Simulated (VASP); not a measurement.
These are r2SCAN meta-GGA, VASP's PBE PAW potentials (set 64) (plane waves; VASP 6.6.1) values and carry that method's errors.

The input files of a VASP run:

File POSCAR:
```
SiC
30.2012160
  0.0509536999  -0.0882543834   0.0000000000
  0.0509536999   0.0882543834   0.0000000000
  0.0000000000   0.0000000000   0.4999999998
Si C
6 6
Direct
  0.0000000000   0.0000000000   0.9998556068
  0.0000000000   0.0000000000   0.4998556068
  0.6666670000   0.3333330000   0.8331119023
  0.3333330000   0.6666670000   0.3331119023
  0.6666670000   0.3333330000   0.1665800912
  0.3333330000   0.6666670000   0.6665800912
  0.0000000000   0.0000000000   0.8744945816
  0.0000000000   0.0000000000   0.3744945816
  0.6666670000   0.3333330000   0.7080549952
  0.3333330000   0.6666670000   0.2080549952
  0.6666670000   0.3333330000   0.0416028230
  0.3333330000   0.6666670000   0.5416028230
```

INCAR:
```
ALGO  =  Normal
CSHIFT  =  0.1
EDIFF  =  1E-7
ENCUT  =  520
ISMEAR  =  0
LASPH  =  .True.
LCHARG  =  .False.
LMIXTAU  =  .True.
LOPTICS  =  .True.
LPEAD  =  .True.
LREAL  =  .False.
LWAVE  =  .False.
METAGGA  =  R2SCAN
NBANDS  =  93
NEDOS  =  1001
NELM  =  100
PREC  =  Accurate
SIGMA  =  0.01
SYSTEM  =  SiC
```

KPOINTS:
```
Automatic mesh
0
Gamma
11 11 2
0 0 0
```

POTCAR, in this order: Si C (PBE.64 set). Program: vasp_std.

Output of the run:

OSZICAR:
```
       N       E                     dE             d eps       ncg     rms          rms(c)
DAV:   1     0.614218451015E+02    0.61422E+02   -0.18611E+04  5952   0.477E+02
DAV:   2    -0.126923266885E+03   -0.18835E+03   -0.17761E+03  7203   0.126E+02
DAV:   3    -0.133940752244E+03   -0.70175E+01   -0.68902E+01  7200   0.195E+01
DAV:   4    -0.133974567074E+03   -0.33815E-01   -0.33803E-01  7072   0.151E+00
DAV:   5    -0.133974686650E+03   -0.11958E-03   -0.11957E-03  7104   0.943E-02    0.226E+01
DAV:   6    -0.122354499101E+03    0.11620E+02   -0.56965E+00  6723   0.822E+00    0.123E+01
DAV:   7    -0.115987925328E+03    0.63666E+01   -0.21725E+00  6331   0.344E+00    0.521E+00
DAV:   8    -0.121671354067E+03   -0.56834E+01   -0.10163E+00  6275   0.263E+00    0.351E+00
DAV:   9    -0.118072949611E+03    0.35984E+01   -0.23271E-01  6254   0.158E+00    0.130E+00
DAV:  10    -0.115807804207E+03    0.22651E+01   -0.24530E-01  6269   0.156E+00    0.733E-01
DAV:  11    -0.116092999150E+03   -0.28519E+00   -0.87876E-02  6259   0.949E-01    0.114E-01
DAV:  12    -0.115884209377E+03    0.20879E+00   -0.10442E-01  6117   0.953E-01    0.922E-02
DAV:  13    -0.115918005295E+03   -0.33796E-01   -0.39154E-03  6912   0.186E-01    0.974E-02
DAV:  14    -0.115958969571E+03   -0.40964E-01   -0.53497E-03  6270   0.232E-01    0.995E-02
DAV:  15    -0.115963308716E+03   -0.43391E-02   -0.86066E-04  7168   0.842E-02    0.621E-02
DAV:  16    -0.115964187060E+03   -0.87834E-03   -0.55709E-04  6587   0.624E-02    0.306E-02
DAV:  17    -0.115964157675E+03    0.29385E-04   -0.10469E-04  7128   0.280E-02    0.183E-02
DAV:  18    -0.115964350364E+03   -0.19269E-03   -0.46118E-05  6375   0.227E-02    0.970E-03
DAV:  19    -0.115964292420E+03    0.57943E-04   -0.11613E-05  6515   0.109E-02    0.833E-03
DAV:  20    -0.115964336349E+03   -0.43928E-04   -0.10256E-05  6314   0.941E-03    0.488E-03
DAV:  21    -0.115964327331E+03    0.90174E-05   -0.75135E-07  6704   0.278E-03    0.365E-03
DAV:  22    -0.115964336847E+03   -0.95159E-05   -0.23642E-07  6625   0.163E-03    0.155E-03
DAV:  23    -0.115964339341E+03   -0.24942E-05   -0.42100E-08  4944   0.719E-04    0.116E-03
DAV:  24    -0.115964342397E+03   -0.30554E-05   -0.15414E-08  3465   0.393E-04    0.855E-04
DAV:  25    -0.115964340513E+03    0.18833E-05   -0.86575E-09  3419   0.230E-04    0.371E-04
DAV:  26    -0.115964341585E+03   -0.10711E-05   -0.14191E-09  3411   0.120E-04    0.167E-04
DAV:  27    -0.115964341660E+03   -0.75008E-07   -0.33125E-10  3386   0.522E-05
   1 F= -.11596434E+03 E0= -.11596434E+03  d E =-.177999E-35
 imaginary and real dielectric function
```

File OUTCAR:
```
------------------------ aborting loop because EDIFF is reached ----------------------------------------
  FORCE on cell =-STRESS in cart. coord.  units (eV):
  Direction    XX          YY          ZZ          XY          YZ          ZX
  --------------------------------------------------------------------------------------
  Total       -0.0007693     -0.0007693      0.0469719      0.0000000      0.0000000     -0.0000000
  in kB       -0.0099496     -0.0099496      0.6075245      0.0000000      0.0000000     -0.0000000
  external PRESSURE =       0.1958751 kB  Pullay stress =       0.0000000 kB
  volume of cell :      123.88
      direct lattice vectors                 reciprocal lattice vectors
     1.538863697 -2.665389695  0.000000000     0.324915066 -0.187589830  0.000000000
     1.538863697  2.665389695  0.000000000     0.324915066  0.187589830  0.000000000
     0.000000000  0.000000000 15.100607995     0.000000000  0.000000000  0.066222499
  FREE ENERGIE OF THE ION-ELECTRON SYSTEM (eV)
  ---------------------------------------------------
  free  energy   TOTEN  =      -115.9643416596 eV

  energy  without entropy=     -115.9643416596  energy(sigma->0) =     -115.96434166

 plasma frequency squared (from intraband transitions) (eV^2)
  --------------------------------------------------------------------------------------
       0.000       0.000       0.000
       0.000       0.000       0.000
       0.000       0.000       0.000

 plasma frequency squared (from interband transitions, int dw w eps(2)(w)) (eV^2)
  --------------------------------------------------------------------------------------
     476.214       0.000      -0.000       0.000      -0.000      -0.000
      -0.000      -0.000     476.213       0.000       0.000       0.000
      -0.000       0.000       0.000      -0.000     476.754       0.000
```
(Selected blocks of OUTCAR.)

The compound is SiC in the 6h structure. It was relaxed first.
